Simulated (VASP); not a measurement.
AgB2:

```
Ag B
1.0
     3.00000    0.00000    0.00000
    -1.50000    2.59808    0.00000
     0.00000    0.00000    3.24000
Ag B
1 2
Cartesian
  0.0000 0.0000 0.0000
  1.5000 0.8660 1.6200
  0.0000 1.7321 1.6200
```

```yaml
Program: VASP 6.6.1
Task: relaxation of cell and atoms
Functional: AM05
Potentials_or_basis: VASP PAW PBE potentials, release 64 (Ag, B)
Cutoff: 600 eV
k_mesh: 10 × 10 × 8
Occupations: fermi-dirac, width 0.05 eV
Spin: no spin polarisation
```

At the start: pressure 45.4 GPa; volume 8.42 Å³/atom.

Problem. How do energy, volume and symmetry change on relaxing?

Solution. Over 9 steps the energy falls by 318.6 meV/atom and the volume is 10.28 Å³/atom (+22.1 %); space group P6/mmm (No. 191, to 0.05 Å).

Step by step:
```tsv
step	energy change (eV)	largest force (eV/Å)	pressure (GPa)	volume (Å³)
1	0.0000	0.0000	45.42	25.25
2	-0.4413	0.0000	-19.77	34.96
3	-0.7023	0.0000	-3.42	30.61
4	-0.8806	0.0000	-1.19	30.52
5	-0.9121	0.0000	6.31	30.12
6	-0.9511	0.0000	2.23	30.34
7	-0.9516	0.0000	2.66	30.31
8	-0.9544	0.0000	-1.55	31.13
9	-0.9559	0.0000	0.04	30.83
```

Final structure:
```yaml
crystal:
  lattice:
    - [3.00402, 0.00000, 0.00000]
    - [-1.50201, 2.60156, 0.00000]
    - [0.00000, 0.00000, 3.94439]
  atoms:
    - { symbol: Ag, position: [0.00000, 0.00000, 0.00000] }
    - { symbol: B, position: [0.66667, 0.33333, 0.50000] }
    - { symbol: B, position: [0.33333, 0.66667, 0.50000] }
```

Caveat: the volume moved by over 15 % at a fixed basis, so the end points are rough; the PAW data sets were made with another functional, which shifts forces and pressure a little.
